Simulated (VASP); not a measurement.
An input for Quantum ESPRESSO's pw.x (written as the equivalent of a VASP run, and not itself run):

```
&CONTROL
  calculation = 'vc-relax'
  pseudo_dir = './pseudo'
  outdir = './out'
  tprnfor = .true.
  tstress = .true.
  nstep = 40
  forc_conv_thr = 0.00078
/
&SYSTEM
  ibrav = 0
  nat = 2
  ntyp = 2
  ecutwfc = 84
  occupations = 'smearing'
  smearing = 'gaussian'
  degauss = 0.003675
  input_dft = 'pz'
/
&ELECTRONS
  conv_thr = 7.3e-08
  electron_maxstep = 100
/
&IONS
/
&CELL
  press = 300
/
ATOMIC_SPECIES
  B 10.810 B.upf
  N 14.007 N.upf
CELL_PARAMETERS angstrom
     0.0000000    1.7642471    1.7642471
     1.7642471    0.0000000    1.7642471
     1.7642471    1.7642471    0.0000000
ATOMIC_POSITIONS crystal
  B    0.0000000  0.0000000  0.0000000
  N    0.2500000  0.2500000  0.2500000
K_POINTS automatic
  13 13 13 0 0 0
```

**Question.** Translate this input to VASP (INCAR, KPOINTS, POSCAR, choice of POTCAR).

**Answer.** This is not unique; one that fits is 
### POSCAR
```
BN
1
    0.0000000000     1.7642471370     1.7642471370
    1.7642471370     0.0000000000     1.7642471370
    1.7642471370     1.7642471370     0.0000000000
B N
1 1
Direct
  0.0000000000   0.0000000000   0.0000000000
  0.2500000000   0.2500000000   0.2500000000
```

### INCAR
```
! general
SYSTEM  = BN
PREC    = Accurate
ENCUT   = 620
LREAL   = .False.
LASPH   = .True.   ! aspherical one-centre terms

! electronic loop
EDIFF   = 1E-6
NELM    = 100   ! most electronic steps
ALGO    = Normal   ! blocked Davidson

! smearing
ISMEAR  = 0   ! Gaussian
SIGMA   = 0.05

! ions
IBRION  = 2
NSW     = 40
ISIF    = 3   ! ions, shape and volume
EDIFFG  = -0.02
PSTRESS = 300   ! kbar

! output
LWAVE   = .False.
LCHARG  = .False.
```

File KPOINTS:
```
Automatic mesh
0
Gamma
13 13 13
0 0 0
```

POTCAR, in this order: B N (LDA.64 set). Program: vasp_std.

The two are equivalent in intent, not identical: the potentials are each code's own (VASP's PAW set, PseudoDojo norm-conserving files in pw.x), so ENCUT and ecutwfc are chosen apart and not converted; conv_thr bounds pw.x's estimated SCF error, while EDIFF bounds the energy change between steps; forc_conv_thr acts on force components and is met together with etot_conv_thr.

The compound is BN in the zinc blende structure. This run relaxes it under an external pressure of 30 GPa. Symmetry was kept, so distortions that lower it aren't found.
